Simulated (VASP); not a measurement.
Input of a VASP 6.6.1 run:

Contents of run.py:

```python
from ase.calculators.vasp import Vasp
from ase.dft.bandgap import bandgap
from ase.spacegroup import crystal

atoms = crystal(
    ['Y', 'Ge', 'Ge', 'Ge'],
    basis=[[0.0, 0.0, 0.270071], [0.6666666667, 0.3333333333, 0.0], [0.6666666667, 0.3333333333, 0.5], [0.3333333333, 0.6666666667, 0.0]],
    spacegroup=187,
    setting=1,
    cellpar=[4.39242643, 4.39242643, 7.107295, 90.0, 90.0, 120.0],
    primitive_cell=True,
)
calc = Vasp(
    directory='calc',
    xc='pbe',
    pp='PBE',
    setups='recommended',
    prec='Accurate',
    encut=520,
    ediff=1e-06,
    ismear=0,
    sigma=0.1,
    lreal=False,
    lasph=True,
    nelm=60,
    algo='Fast',
    isif=2,
    lwave=False,
    lcharg=False,
    kpts=[7, 7, 4],
    gamma=True,
    nbands=40,
)
atoms.calc = calc

print('energy (eV):', atoms.get_potential_energy())
print('free energy (eV):', atoms.get_potential_energy(force_consistent=True))
print('forces (eV/A):')
print(atoms.get_forces())
print('stress (eV/A^3, Voigt):', atoms.get_stress())
print('Fermi level (eV):', calc.get_fermi_level())
gap, top, bottom = bandgap(calc)
print('band gap (eV):', gap, 'from (spin, k, band)', top, 'to', bottom)
```

Potentials or basis: VASP PAW PBE potentials, release 64 (Y_sv, Ge_d).

The run is started by

```sh
$ python run.py
```

Question: Estimate the band gap on the k mesh.

Answer: None (metal or under the smearing width).

Question: Predict the pressure.

Answer: 0.3 GPa.

Question: Estimate the largest force.

Answer: 0.147 eV/Å.

Stress tensor (GPa, compression positive):
```
0.47 0.00 0.00
0.00 0.47 0.00
0.00 0.00 0.03
```
